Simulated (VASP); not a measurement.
```yaml
crystal:
  lattice:
    - [0.00000, 2.51344, 2.51344]
    - [2.51344, 0.00000, 2.51344]
    - [2.51344, 2.51344, 0.00000]
  atoms:
    - { symbol: Pb, position: [0.00000, 0.00000, 0.00000] }
```

These are PBE GGA, VASP's PBE PAW potentials (set 64) (plane waves; VASP) values and carry that method's errors. Numerical set-up: 480 eV cut-off, 12×12×12 Γ-centred mesh, first-order Methfessel-Paxton smearing of 0.10 eV, potentials Pb_d.

Unless said otherwise, spin-orbit coupling is left out, though it shifts the bands of the heavy elements here.

Problem. Estimate the energy per atom (σ→0), band gap (on the k-mesh) with the smallest direct gap where there is one.

Solution. 
The band gap (on the k-mesh) is none (metal, semimetal or under 0.01 eV) and the energy per atom (σ→0) is -3.551 eV/atom.

The absolute energy has meaning only against runs of the same code, potentials and settings.

The compound is Pb in the fcc structure. It was relaxed first.
